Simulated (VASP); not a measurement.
Wanted: the native input for a VASP 6.6.1 run.

* Task: atomic charges
* Functional: PBE
* Dispersion: TS
* Potentials or basis: VASP PAW PBE potentials, release 64 (Li_sv)
* Cutoff: 520 eV
* k mesh: 1 × 1 × 1
* Occupations: gaussian, width 0.01 eV
* Spin: no spin polarisation
* Further INCAR settings: ALGO = Normal; EDIFF = 1e-07

The structure of Li2 lies in POSCAR:

```
Li
1.0
    9.0000000000      0.0000000000      0.0000000000
    0.0000000000      9.0000000000      0.0000000000
    0.0000000000      0.0000000000     12.0000000000
Li
2
Direct
    0.5014444400      0.5023333300      0.3914625000
    0.5014444400      0.5023333300      0.6142041700
```

These files were run (other wordings do the same):

INCAR

```
PREC = Accurate
ENCUT = 520
EDIFF = 1E-7
ISMEAR = 0
SIGMA = 0.01
LREAL = F
LASPH = T
NELM = 80
ALGO = Normal
ISIF = 2
LWAVE = F
LCHARG = F
GGA = PE
IVDW = 2
LORBIT = 11
```

KPOINTS

```
Automatic mesh
0
Gamma
  1 1 1
```

Potentials or basis: VASP PAW PBE potentials, release 64 (Li_sv).

Run with:

```console
$ cat potpaw_PBE.64/Li_sv/POTCAR > POTCAR
$ mpirun -np 1 vasp_gam > vasp.out
```

Results of the run:

The largest force is 0.114 eV/Å and the gap between the frontier levels is 1.48 eV. The valence electrons inside the program's atomic spheres are Li 2.05 and the dispersion energy per atom is -0.009 eV.

It took 86 s on 1 thread of Intel(R) Xeon(R) Platinum 8375C CPU @ 2.90GHz (Ice Lake), with other jobs on the host, peak memory 0.8 GiB.
